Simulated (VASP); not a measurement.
Calculation: LDA (Ceperley-Alder, Perdew-Zunger), VASP's LDA PAW potentials (set 64) (plane waves; VASP 6.6.1).

The input files of a VASP run:

**POSCAR**
```
PbTe
1
    0.0000000000     3.1261940389     3.1261940389
    3.1261940389     0.0000000000     3.1261940389
    3.1261940389     3.1261940389     0.0000000000
Te Pb
1 1
Direct
  0.5000000000   0.5000000000   0.5000000000
  0.0000000000   0.0000000000   0.0000000000
```

**KPOINTS**
```
kpoints
0
Gamma
7 7 7
```

**INCAR**
```
SYSTEM=PbTe
PREC=Accurate; ENCUT=520; LREAL=.FALSE.
LASPH=.TRUE.
EDIFF=1E-7; NELM=100; ALGO=Normal
LMAXMIX=4
ISMEAR=0; SIGMA=0.05
ISIF=2
LWAVE=.FALSE.; LCHARG=.FALSE.
```

POTCAR, in this order: Te Pb_d (LDA.64 set). Program: vasp_std.

What VASP printed:

**OSZICAR**
```
       N       E                     dE             d eps       ncg     rms          rms(c)
DAV:   1     0.151376539906E+03    0.15138E+03   -0.94192E+03   560   0.140E+03
DAV:   2     0.206933530794E+01   -0.14931E+03   -0.14691E+03   578   0.344E+02
DAV:   3    -0.856701035238E+01   -0.10636E+02   -0.10483E+02   764   0.984E+01
DAV:   4    -0.882426554743E+01   -0.25726E+00   -0.25718E+00   660   0.183E+01
DAV:   5    -0.883276039417E+01   -0.84948E-02   -0.84948E-02   804   0.293E+00    0.435E+00
DAV:   6    -0.874444581776E+01    0.88315E-01   -0.19161E-01   758   0.405E+00    0.275E+00
DAV:   7    -0.873703126698E+01    0.74146E-02   -0.63979E-02   716   0.164E+00    0.900E-01
DAV:   8    -0.873616663440E+01    0.86463E-03   -0.80824E-03   656   0.101E+00    0.159E-01
DAV:   9    -0.873616285491E+01    0.37795E-05   -0.69157E-04   742   0.304E-01    0.302E-02
DAV:  10    -0.873615636657E+01    0.64883E-05   -0.47992E-05   688   0.686E-02    0.214E-02
DAV:  11    -0.873615699618E+01   -0.62962E-06   -0.27411E-05   732   0.476E-02    0.163E-02
DAV:  12    -0.873615651762E+01    0.47857E-06   -0.26445E-06   632   0.107E-02    0.106E-02
DAV:  13    -0.873615647449E+01    0.43126E-07   -0.18093E-07   538   0.317E-03
   1 F= -.87361565E+01 E0= -.87361565E+01  d E =-.177619E-14
```

File OUTCAR:
```
------------------------ aborting loop because EDIFF is reached ----------------------------------------
  FORCE on cell =-STRESS in cart. coord.  units (eV):
  Direction    XX          YY          ZZ          XY          YZ          ZX
  --------------------------------------------------------------------------------------
  Total        1.3159763      1.3159763      1.3159763     -0.0000000     -0.0000000      0.0000000
  in kB       34.5049074     34.5049074     34.5049074     -0.0000000     -0.0000000      0.0000000
  external PRESSURE =      34.5049074 kB  Pullay stress =       0.0000000 kB
  volume of cell :       61.11
      direct lattice vectors                 reciprocal lattice vectors
     0.000000000  3.126194039  3.126194039    -0.159938889  0.159938889  0.159938889
     3.126194039  0.000000000  3.126194039     0.159938889 -0.159938889  0.159938889
     3.126194039  3.126194039  0.000000000     0.159938889  0.159938889 -0.159938889
  FREE ENERGIE OF THE ION-ELECTRON SYSTEM (eV)
  ---------------------------------------------------
  free  energy   TOTEN  =        -8.7361564745 eV

  energy  without entropy=       -8.7361564745  energy(sigma->0) =       -8.73615647
```
(Selected blocks of OUTCAR.)

The compound is PbTe in the rock salt structure. This cell is one point of a volume scan, at 0.94 of the reference volume.
